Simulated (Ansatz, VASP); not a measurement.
**One calculation of BiIr, two programs**

```
Ir Bi
1.0
     0.00000    2.55049    2.55049
     2.55049    0.00000    2.55049
     2.55049    2.55049    0.00000
Ir Bi
1 1
Direct
  0.00000 0.00000 0.00000
  0.25000 0.25000 0.25000
```

Change from the starting cell: volume scaled by 0.6, LAPW.

Alike in both runs: task single point; functional PBEsol; k mesh 12 × 12 × 12; occupations fermi-dirac, width 0.1 eV; no spin polarisation.

|  | VASP | Ansatz |
| --- | --- | --- |
| version | VASP 6.6.1 | Ansatz 0.2.0 |
| potentials or method | VASP PAW PBE potentials, release 64 (Ir, Bi_d), cutoff 520 eV | all-electron LAPW, scalar-relativistic |

Ansatz gave:

| Property | Result |
| --- | --- |
| pressure (GPa) | 171.5 |

Question: Estimate VASP's values.

Answer: Pressure (GPa): 173.1.

Ansatz ran all-electron here, so the differences hold the error of VASP's frozen core and of both bases.

Caveats: the cell as given lies far from equilibrium; so large a pressure means that the cell lies far from this level's equilibrium, or that cutoff or potentials fall short (VASP); the potentials were made for another functional, which shifts forces and pressure (VASP).
